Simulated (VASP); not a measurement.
## Sc: relaxation of cell and atoms with r2SCAN

Crystal: Sc.

```
CELL_PARAMETERS angstrom
3.29122 0.00000 0.00000
-1.64561 2.85028 0.00000
0.00000 0.00000 5.33257
ATOMIC_POSITIONS crystal
Sc 0.33333 0.66667 0.25000
Sc 0.66667 0.33333 0.75000
```

```
Program                : VASP 6.6.1
Task                   : relaxation of cell and atoms
Functional             : r2SCAN
Potentials or basis    : VASP PAW PBE potentials, release 64 (Sc_sv)
Cutoff                 : 600 eV
k mesh                 : 15 × 15 × 8
Occupations            : gaussian, width 0.1 eV
Spin                   : no spin polarisation
Further INCAR settings : ALGO = Normal; EDIFF = 1e-07; IBRION = 2; EDIFFG = -0.005; NSW = 90; ISIF = 3
```

```
Relaxed volume                         : 25.00 Å³/atom
Relaxed cell                           : a = 3.333 Å, b = 3.333 Å, c = 5.198 Å, α = 90.00°, β = 90.00°, γ = 120.00°
Space group after relaxing (to 0.05 Å) : P6_3/mmc (No. 194)
Energy gained by relaxing              : 5.5 meV/atom
Ionic steps                            : 5
Pressure after relaxing                : 0.0 GPa
Band gap on the k mesh                 : none (metal or under the smearing width)
```

Step by step:
```
step  energy change (eV)  largest force (eV/Å)  pressure (GPa)  volume (Å³)
   1              0.0000                0.0000            0.17        50.02
   2             -0.0086                0.0000           -0.14        50.21
   3             -0.0106                0.0000           -0.34        50.34
   4             -0.0110                0.0000            0.12        49.90
   5             -0.0110                0.0000            0.01        50.01
```

Final structure:
```
Sc
1.0
     3.33299    0.00000    0.00000
    -1.66650    2.88645    0.00000
     0.00000    0.00000    5.19797
Sc
2
Direct
  0.33333 0.66667 0.25000
  0.66667 0.33333 0.75000
```

Levels at points of the mesh, in eV from the Fermi level:
```tsv
k point	band 8	band 9	band 10	band 11	band 12	band 13	band 14	band 15
(0.00, 0.00, 0.00)	-28.98	-5.47	-1.68	0.43	1.79	1.79	2.06	2.26
(0.00, 0.00, 0.50)	-29.03	-3.86	-3.86	1.09	1.09	1.71	1.71	1.71
```

It took 17 min on 1 thread of Intel(R) Xeon(R) 6975P-C (Granite Rapids), with other jobs on the host, peak memory 0.29 GiB.

Caveat: the PAW data sets were made with another functional, which shifts forces and pressure a little.
